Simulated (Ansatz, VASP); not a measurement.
# Cross-check of InSe (InSe monolayer (from P-6m2)) between VASP and Ansatz

One calculation is typed for both programs; each brings its own data sets. How far apart do they land? The structure shown is the start of the Ansatz relaxation below; VASP solves that cell, so the two are compared at the walk's first step.

Method: plane waves, with VASP 6.6.1 beside it; single point at LDA, in Ansatz 0.2.0.

## Step 1: Starting point

The cell holds 4 atoms: 2 In and 2 Se. Cell: a = 4.047 Å, b = 4.047 Å, c = 34.416 Å, α = 90.0°, β = 90.0°, γ = 120.0°. Vacuum lies along c. The height across the vacuum is the one that the program set for its solve, not the one typed.

## Step 2: Ansatz: relaxation, LDA

Ansatz runs on its default PAW (the set named soft_2) files.

The two programs are compared at the cell with which this relaxation starts, whose forces are those of its first step.

File input.yaml:

```yaml
crystal:
  lattice:
    - [4.047329, 0.0, 0.0]
    - [-2.023665, 3.50509, 0.0]
    - [0.0, 0.0, 29.307875]
  atoms:
    - { symbol: In, position: [0.0, 0.0, 0.5476703] }
    - { symbol: In, position: [0.0, 0.0, 0.4523297] }
    - { symbol: Se, position: [0.6666667, 0.3333333, 0.5905537] }
    - { symbol: Se, position: [0.6666667, 0.3333333, 0.4094463] }
  periodic: [true, true, false]
basis:
  ecutwfc: 420
  xc_grid: 2
hamiltonian:
  xc: lda
kpoints:
  mp_grid: { grid: [9, 9, 1] }
scf:
  occupations: { method: fermi_dirac, width: 0.02 }
  max_iter: 80
relax:
  f_tol: 0.005
  max_steps: 60
  cell: {}
output:
  forces: true
checkpoint:
  write: "../cell.run"
  compress: false
  write_wavefunctions: false
  write_every: 100000
```

Command:

```
$ ansatz run input.yaml --threads 4 --pin off --max-ram 10362MiB --backend cpu --events-out ev --progress --plain --runs-dir out
```

Numbers of over 12 decimals in the logs are rounded to 6 here.

Log:

```text
Warning: crystal.periodic: the lattice vector that does not repeat stood 0.000° off the slab's normal, 29.308 Å along it as the deck builds it. The run solves the slab on a vector along the normal, 34.416 Å long, with every atom where it was (on the deck's vector they left 24.00 Å outside them, and the widest stretch free of ions among them is 2.79 Å). A fractional position that the run reports is one of the run's ce [...]
crystal.periodic: the lattice vector that does not repeat stood 0.000° off the slab's normal, 29.308 Å along it as the deck builds it. The run solves the slab on a vector along the normal, 34.416 Å long, with every atom where it was (on the deck's vector they left 24.00 Å outside them, and the widest stretch free of ions among them is 2.79 Å). A fractional position that the run reports is one of the run's cell, which [...]
Engine: ansatz 0.2.0, x86_64-unknown-linux-gnu
Pseudopotentials: kind: paw
Pseudopotential: In, paw, valence charge 13, recommended cutoff 420 eV (normal), In.paw.azcp
Pseudopotential: Se, paw, valence charge 16, recommended cutoff 420 eV (normal), Se.paw.azcp
Functional definition: SPW92
  exchange = slater_x
  correlation = pw_c
Crystal: 4 atoms, lattice volume = 488.230 Å³
Basis set: ecut = 420 eV, 9547 PW (Γ), exchange–correlation on 60×60×480 points (8 copies of the dense FFT grid, shifted against one another)
Bands: 35, of which v1, the nominal top of the filled ones, is band 29 counted from 1 (28 counted from 0)
Symmetry: 12 space group operations
Space group: P-6m2 (ITA 187), of the structure as read, at distance tolerance 7.9e-5 Å
k-points: 12 of 81 (time reversal used)
Non-local potential: In, projectors of the file, l = 0: 2, l = 1: 2, l = 2: 2, l = 3: 2
Non-local potential: Se, projectors of the file, l = 0: 2, l = 1: 2, l = 2: 3, l = 3: 1
PAW form: soft (Blöchl's): semilocal exchange-correlation on the pseudo side does not see the compensation charge
PAW frozen core: In, regenerated for the run's functional, and the local potential with it (the file was generated under x = pbe(κ = 0.804, μ = 0.219515), c = pbe(β = 0.066725))
PAW frozen core: Se, regenerated for the run's functional, and the local potential with it (the file was generated under x = pbe(κ = 0.804, μ = 0.219515), c = pbe(β = 0.066725))
PAW one-centre angular grid: In, 590 points (default); XC on 64 Gauss nodes
PAW one-centre angular grid: Se, 590 points (default); XC on 64 Gauss nodes
Initial density: superposition of atomic densities (neutral atoms: chi_scale 0, normalization atom), corrected by the library's trained network
Initial wavefunctions: pseudopotential atomic-orbital guess
Functional: x = slater, c = lda
[...]
preconditioner: auto → Resta (q_TF=auto, 1.925 Å⁻¹)  ε∞=1.6  [insulator: Δε(μ)=1.577 eV  Ē_g=13.901 eV  σ=0.020 eV  W_gap=1.00  n_scr=62 (ndim 8)  ℏωp=10.6 eV  f_vac=0.743  D(μ)=0.00/eV (n_scr^D=0)  ε∞_Penn≈1.6  vacuum switching on, ρ_ref=1.4e-2 e/Å³]
SCF iter   2: F=—  HF=-21682.606967 eV  |F-HF|=—  |Δ(HF+E_count)|=   1.95e-5  Δρ=4.86e-5  dr2=1.56e-5  ethr=1.47e-7  ⟨swp⟩=2.9  Hψ=704  notcnv=0
SCF iter   3: F=—  HF=-21682.606966 eV  |F-HF|=—  |Δ(HF+E_count)|=   1.10e-6  Δρ=2.52e-5  dr2=8.42e-6  ethr=2.69e-8  ⟨swp⟩=2.8  Hψ=669  notcnv=0
SCF iter   4: F=—  HF=-21682.606964 eV  |F-HF|=—  |Δ(HF+E_count)|=   1.21e-6  Δρ=9.41e-6  dr2=4.16e-7  ethr=1.45e-8  ⟨swp⟩=2.9  Hψ=628  notcnv=0
SCF iter   5: F=-21682.606964 eV  HF=-21682.606964 eV  |F-HF|=4.12e-9  |Δ(HF+E_count)|=   4.91e-8  Δρ=2.19e-6  dr2=1.49e-8  ethr=6.90e-10  ⟨swp⟩=6.0  Hψ=1641  notcnv=0
SCF 4 converged in 5 iterations: F = -21682.606964 eV  dr2 = 1.49e-8
relax step   4: F+E_penalty+E_count = -21682.60696439 eV  Δ(F+E_penalty+E_count) = -2.284e-3 eV  max|allowed force component| = 1.290e-2 eV/Å  Δτ_max = 0.0031 Å  P = -0.359 N/m  Ω = 470.309 Å³  energy of the carried Pulay correction = +7.056e-4 eV  fix = [c, alpha, beta]  reactions: c -0.000 N/m  (5 SCF iters, dr2 threshold 4.00e-7 eV, accepted)
[...]
relax step   5: F+E_penalty+E_count = -21682.60848768 eV  Δ(F+E_penalty+E_count) = -1.523e-3 eV  max|allowed force component| = 6.056e-2 eV/Å  Δτ_max = 0.0166 Å  P = +0.024 N/m  Ω = 464.104 Å³  energy of the carried Pulay correction = +9.561e-4 eV  fix = [c, alpha, beta]  reactions: c +0.000 N/m  (6 SCF iters, dr2 threshold 1.37e-7 eV, accepted)
[...]
relax step   6: F+E_penalty+E_count = -21682.60881380 eV  Δ(F+E_penalty+E_count) = -3.261e-4 eV  max|allowed force component| = 1.615e-3 eV/Å  Δτ_max = 0.0052 Å  P = +0.008 N/m  Ω = 465.409 Å³  energy of the carried Pulay correction = +9.032e-4 eV  fix = [c, alpha, beta]  reactions: c +0.000 N/m  (5 SCF iters, dr2 threshold 2.29e-7 eV, accepted)
[...]
relax step   7: F+E_penalty+E_count = -21682.60790669 eV  Δ(F+E_penalty+E_count) = +9.071e-4 eV  max|allowed force component| = 1.308e-3 eV/Å  Δτ_max = 0.0000 Å  P = +0.008 N/m  Ω = 465.409 Å³  fix = [c, alpha, beta]  reactions: c +0.000 N/m  stress off target by 7.82e-3 N/m on what of the cell is left free  SCF on the basis re-selected at this cell (its energy is not comparable with the rows above)  (6 SCF iters)
basis re-selected at this cell: Δ(F+E_penalty+E_count) = +9.071e-4 eV, ΔP = -0.000 N/m vs the last step (what re-selecting the basis moved, of the pressure what is left beyond the Pulay correction that the steps carried, after the strain that the cell walked since its last selection, with what the two solves' SCF thresholds leave and, on support functions, any second-order correction that the steps lacked; it is no measure of the basis error at this ecutwfc). The dense FFT grid was sized anew with the basis: this SCF ran on 27×27×240 points, the steps before it on 30×30×240, so part of this shift can come from that change (see relax.cell in the input reference). [rest of the remark cut]
SCF converged after 6 iterations
Free energy (F): -21682.607907 eV
Harris-Foulkes:  -21682.607907 eV  (|F-HF|=2.55e-11)
Internal energy: -21682.607907 eV  (E = F + TS)
E sigma→0 (E₀):  -21682.607907 eV
Fermi energy:    -5.331321 eV
--- Per-component energies (eV) ---
  E_band       = -1651.655821
  E_kinetic    = 726.797760
  E_local      = -144103.266120  (includes V_loc(G=0)·N_el)
  E_nonlocal   = -437.926472
  E_hartree    = 71370.940886
  E_xc         = -633.971733
  E_vxc        = -398.833969  (∫ρ·V_xc dr)
  E_paw        = -11685.189443  (= ΣΔE_a)
  E_vpaw       = -180.308020  (= ΣTr[D̂ρ^β])
  E_aug_tail   = -0.001156  (compensation charges beyond the density's cutoff)
  E_ewald      = 63075.004574
  E_core_change = 5.003797  (= ΣΔE_core)
  E_smearing   = -0.000000  (= −TS)
  E_closure    = 0.000000  (closes the sum)
  Σ components = -21682.607907   (vs F -21682.607907, Δ=0.00e0)
--- Forces (eV/Å), atoms counted from 1 ---
  atom   1  In    -0.00000000     0.00000000     0.00130817
  atom   2  In    -0.00000000     0.00000000    -0.00130817
  atom   3  Se     0.00000000    -0.00000000    -0.00033697
  atom   4  Se     0.00000000    -0.00000000     0.00033697
  max |Σ_I F_I| component: 3.24e-17 eV/Å
--- 2D stress c σ (N/m, compression-positive) ---
        0.007817      -0.000000       0.000000
       -0.000000       0.007817       0.000000
        0.000000       0.000000       0.000000
  P = ½ c Tr σ = 0.0078 N/m
--- Relaxed structure (6 steps of the walk, 5 accepted, 1 SCFs on fresh bases) ---
  F+E_penalty+E_count = -21682.60790669 eV   max|allowed force component| = 1.308e-3 eV/Å   (the final SCF, on the basis selected at the relaxed cell)
  cell:  # Å, volume = 465.4086 Å³
    - [3.951603, 2.818474788722623e-7, 0.0]
    - [-1.975802, 3.422188, 0.0]
    - [0.0, 0.0, 34.41574608155]
  atoms:
    - { symbol: In, position: [-7.401487051415874e-17, 3.700743525707936e-17, 0.465560] }
    - { symbol: In, position: [-7.401487051415874e-17, 3.700743525707936e-17, 0.386023] }
    - { symbol: Se, position: [0.666667, 0.333333, 0.502628] }
    - { symbol: Se, position: [0.666667, 0.333333, 0.348955] }
```

In the SCF lines HF is the Harris–Foulkes energy and dr2 the Hartree energy of the density residual, in eV; the loop may stop once dr2 is under the threshold and the program's other checks hold. Hψ counts applications of the Hamiltonian.

## Step 3: VASP: single point, LDA, start cell

The same cell, functional (in two slightly different forms), mesh and smearing now go to VASP, with its own data sets.

Lines of VASP's logs that name or quote its potential files are left out, and so is its time.

File INCAR:

```
SYSTEM = InSe
PREC = Accurate
ENCUT = 400
EDIFF = 1E-06
NELM = 120
ISMEAR = -1
SIGMA = 0.02
LREAL = .FALSE.
ALGO = Normal
GGA = CA
NBANDS = 25
LORBIT = 11
LWAVE = .FALSE.
LCHARG = .FALSE.
ISIF = 2
LDIPOL = .TRUE.
IDIPOL = 3
DIPOL = 0.5 0.5 0.426
LVHAR = .TRUE.
LASPH = .TRUE.
GGA_COMPAT = .FALSE.
EFERMI = MIDGAP
NELMDL = -8
```

File POSCAR:

```
InSe
1.0
    4.0473290000      0.0000000000      0.0000000000
   -2.0236650000      3.5050900000      0.0000000000
    0.0000000000      0.0000000000     34.4157460000
In Se
2 2
Direct
    0.0000000000      0.0000000000      0.4663868974
    0.0000000000      0.0000000000      0.3851964156
    0.6666665368      0.3333332382      0.5029056758
    0.6666665368      0.3333332382      0.3486776373
```

File KPOINTS:

```
Automatic mesh
0
Gamma
9 9 1
0 0 0
```

Potentials, in the order of the species: In_d and Se (LDA family, release 64).

Command:

```
$ mpirun -np 1 vasp_std
```

Log:

```text
[banner, memory and clock lines left out]
running    1 mpi-ranks, on    1 nodes
 distrk:  each k-point on    1 cores,    1 groups
 distr:  one band on    1 cores,    1 groups

 POSCAR found type information on POSCAR InSe
 POSCAR found :  2 types and       4 ions
 LDA part: xc-table for (Slater(with rela. corr.)+CA(PZ))
 , standard interpolation
 POSCAR, INCAR and KPOINTS ok, starting setup
 FFT: planning ... GRIDC
 FFT: planning ... GRID_SOFT
 FFT: planning ... GRID
 WAVECAR not read
 entering main loop
       N       E                     dE             d eps       ncg     rms          rms(c)
DAV:   1     0.251948035411E+03    0.25195E+03   -0.13448E+04   744   0.944E+02
DAV:   2     0.117359059788E+02   -0.24021E+03   -0.23631E+03   721   0.268E+02
DAV:   3    -0.162598925707E+02   -0.27996E+02   -0.27842E+02   803   0.111E+02
DAV:   4    -0.169765451538E+02   -0.71665E+00   -0.71585E+00   734   0.232E+01
DAV:   5    -0.170040298254E+02   -0.27485E-01   -0.27482E-01   949   0.376E+00
DAV:   6    -0.170046652625E+02   -0.63544E-03   -0.63543E-03   888   0.506E-01
DAV:   7    -0.170046764223E+02   -0.11160E-04   -0.11160E-04   951   0.543E-02
DAV:   8    -0.170046766814E+02   -0.25907E-06   -0.25901E-06   760   0.859E-03    0.659E+00
DAV:   9    -0.165352521242E+02    0.46942E+00   -0.98614E-01   803   0.159E+01    0.404E+00
DAV:  10    -0.164920610316E+02    0.43191E-01   -0.43938E-01   846   0.476E+00    0.763E-01
DAV:  11    -0.164855833196E+02    0.64777E-02   -0.42998E-02   943   0.247E+00    0.532E-01
DAV:  12    -0.164851973559E+02    0.38596E-03   -0.61170E-03   641   0.381E-01    0.131E-01
DAV:  13    -0.164851600424E+02    0.37313E-04   -0.44712E-04   935   0.220E-01    0.587E-02
DAV:  14    -0.164852469910E+02   -0.86949E-04   -0.15053E-04   668   0.738E-02    0.187E-02
[...]
DAV:  18    -0.164855002265E+02   -0.87323E-04   -0.12341E-05   557   0.127E-02    0.311E-03
DAV:  19    -0.164855182634E+02   -0.18037E-04   -0.11564E-06   588   0.412E-03    0.278E-03
DAV:  20    -0.164855341889E+02   -0.15926E-04   -0.44065E-07   472   0.290E-03    0.756E-04
DAV:  21    -0.164855415432E+02   -0.73543E-05   -0.20532E-07   522   0.228E-03    0.912E-04
DAV:  22    -0.164855452855E+02   -0.37424E-05   -0.69263E-08   490   0.158E-03    0.580E-04
DAV:  23    -0.164855473139E+02   -0.20283E-05   -0.10800E-07   481   0.941E-04    0.162E-04
DAV:  24    -0.164855485451E+02   -0.12312E-05   -0.26282E-08   458   0.113E-03    0.147E-04
DAV:  25    -0.164855489485E+02   -0.40336E-06   -0.58001E-09   394   0.402E-04
   1 F= -.16485549E+02 E0= -.16485549E+02  d E =-.929935E-15
```

OUTCAR, selected parts (step 3):

```text
ion  position               nearest neighbor table
   1  0.000  0.000  0.466-   3 2.65   3 2.65   3 2.65   2 2.79
   2  0.000  0.000  0.385-   4 2.65   4 2.65   4 2.65   1 2.79
   3  0.667  0.333  0.503-   1 2.65   1 2.65   1 2.65
   4  0.667  0.333  0.349-   2 2.65   2 2.65   2 2.65

  LATTYP: Found a hexagonal cell.
 ALAT       =     4.0473290000
 C/A-ratio  =     8.5033230558

 Subroutine GETGRP returns: Found 12 space group operations
 (whereof  6 operations were pure point group operations)

The static configuration has the point symmetry C_3v.
 The point group associated with its full space group is D_3h.

 Found     12 irreducible k-points:

   k-points           NKPTS =     12   k-points in BZ     NKDIM =     12   number of bands    NBANDS=     25

   dimension x,y,z NGX =    28 NGY =   28 NGZ =  224
   dimension x,y,z NGXF=    56 NGYF=   56 NGZF=  448

   ENCUT  =  400.0 eV  29.40 Ry    5.42 a.u.   6.60  6.60 56.12*2*pi/ulx,y,z

   NELECT =      38.0000    total number of electrons

 k-points in reciprocal lattice and weights: Automatic mesh
   0.00000000  0.00000000  0.00000000       0.012
   0.11111111  0.00000000  0.00000000       0.074
   0.22222222  0.00000000  0.00000000       0.074
   0.33333333 -0.00000000  0.00000000       0.074
   0.44444444  0.00000000  0.00000000       0.074
   0.11111111  0.11111111  0.00000000       0.074
   0.22222222  0.11111111  0.00000000       0.148
   0.33333333  0.11111111  0.00000000       0.148
   0.44444444  0.11111111  0.00000000       0.074
   0.22222222  0.22222222  0.00000000       0.074
   0.33333333  0.22222222  0.00000000       0.148
   0.33333333  0.33333333  0.00000000       0.025

 dipolmoment           0.000000      0.000000      0.000007 electrons x Angstroem

 average (electrostatic) potential at core
       1-103.8065       2-103.8065       3 -67.4480       4 -67.4480

 E-fermi :  -3.2261

 k-point     1 :       0.0000    0.0000    0.0000
  band No.  band energies     occupation
    ...
     15      -4.4948      2.00000
     16      -4.4948      2.00000
     17      -4.4151      2.00000
     18      -4.4150      2.00000
     19      -3.9688      2.00000
     20      -2.5643      0.00000
     21      -1.3835      0.00000
     22       0.9506      0.00000
     23       0.9506      0.00000
     24       1.8065      0.00000
    ...

 k-point     2 :       0.1111    0.0000    0.0000
  band No.  band energies     occupation
    ...
     15      -5.1712      2.00000
     16      -5.0397      2.00000
     17      -4.6459      2.00000
     18      -4.5483      2.00000
     19      -3.8909      2.00000
     20      -1.9505      0.00000
     21      -0.7873      0.00000
     22       0.3639      0.00000
     23       1.0841      0.00000
     24       1.5815      0.00000
    ...

 k-point     3 :       0.2222    0.0000    0.0000
  band No.  band energies     occupation
    ...
     15      -6.1462      2.00000
     16      -5.6341      2.00000
     17      -4.9873      2.00000
     18      -4.8531      2.00000
     19      -3.9268      2.00000
     20      -1.3599      0.00000
     21      -0.9827      0.00000
     22       0.6313      0.00000
     23       0.9304      0.00000
     24       1.2853      0.00000
    ...

  Total       -1.8825205     -1.8825208     -1.2813731      0.0000003      0.0000000      0.0000000
  in kB       -6.1776802     -6.1776811     -4.2049546      0.0000009      0.0000000      0.0000000
  external PRESSURE =      -5.5201053 kB  Pullay stress =       0.0000000 kB

  energy-cutoff  :      400.00
  volume of cell :      488.23
      direct lattice vectors                 reciprocal lattice vectors
     4.047329000  0.000000000  0.000000000     0.247076529  0.142649725  0.000000000
    -2.023665000  3.505090000  0.000000000     0.000000000  0.285299379  0.000000000
     0.000000000  0.000000000 34.415746000     0.000000000  0.000000000  0.029056467

 POSITION                                       TOTAL-FORCE (eV/Angst)
 -----------------------------------------------------------------------------------
      0.00000      0.00000     16.05105         0.000000      0.000000     -0.046546
      0.00000      0.00000     13.25682        -0.000000      0.000000      0.046546
      2.02366      1.16836     17.30787         0.000000     -0.000000     -0.208319
      2.02366      1.16836     12.00000        -0.000000      0.000000      0.208319
 -----------------------------------------------------------------------------------
    total drift:                                0.000227      0.000229      0.000016

  FREE ENERGIE OF THE ION-ELECTRON SYSTEM (eV)
  ---------------------------------------------------
  free  energy   TOTEN  =       -16.4855489485 eV

  energy  without entropy=      -16.4855489485  energy(sigma->0) =      -16.48554895

 vacuum level on the upper side and lower side of the slab         2.249         2.249

 total charge
# of ion       s       p       d       tot
------------------------------------------
    1        0.873   0.669   9.880  11.422
    2        0.873   0.669   9.880  11.422
    3        1.476   2.325   0.021   3.822
    4        1.476   2.325   0.021   3.822
--------------------------------------------------
tot          4.698   5.988  19.802  30.487

[... 3 further parts left out ...]
```

## Step 4: Differences

Known differences besides the potentials themselves: the two LDA forms differ slightly; Ansatz cuts the interaction across the vacuum, VASP repeats the sheet with a dipole correction; the data sets hold 58 valence electrons in Ansatz (on its default PAW (the set named soft_2) files) and 38 in VASP; the cutoff is 420 eV in Ansatz and 400 eV in VASP; VASP's log shows a relativistic correction to its local exchange, Ansatz's none. Total energies have different zeros and are not compared.

Forces (eV/Å; atoms numbered as in POSCAR):

```
atom        Ansatz x, y, z          VASP x, y, z
 In1  0.000, 0.000, -0.034  0.000, 0.000, -0.047
 In2   0.000, 0.000, 0.034   0.000, 0.000, 0.047
 Se3  0.000, 0.000, -0.235  0.000, 0.000, -0.208
 Se4   0.000, 0.000, 0.235   0.000, 0.000, 0.208
```

The forces differ by 12 meV/Å r.m.s., which is 13.7 % of the r.m.s. force of 0.087 eV/Å (both taken over all components). With vacuum in the cell, a pressure given here is an average over mostly empty space and none of the material.

## Step 5: Results

```yaml
r_m_s_force_difference_single_point_lda_start_cell: 12 meV/Å
```

In words: The r.m.s. force difference is 12 meV/Å (single point, LDA, start cell), at about the 12 meV/Å picked in this series as the mark of a large difference. The data sets hold unlike numbers of valence electrons (58 in Ansatz and 38 in VASP), so part of the differences comes from the potentials. 1 further run of this series is not shown here. Such differences can come from data sets, numerical settings and the points named under the comparisons, not from the functional's error against experiment.

[Lines on the potential files, build, host, timing and source positions are cut from VASP's logs without a mark.]

[Logs are printed without paths, hosts, clocks, repeated set-up lines and the standing remarks that a program may print on its own settings, such as how far it seeks lower states.]

[Hosts, paths, dates, database ids (printed as entryN), source tags and the programs' standing remarks are cut or masked in the printed files.]
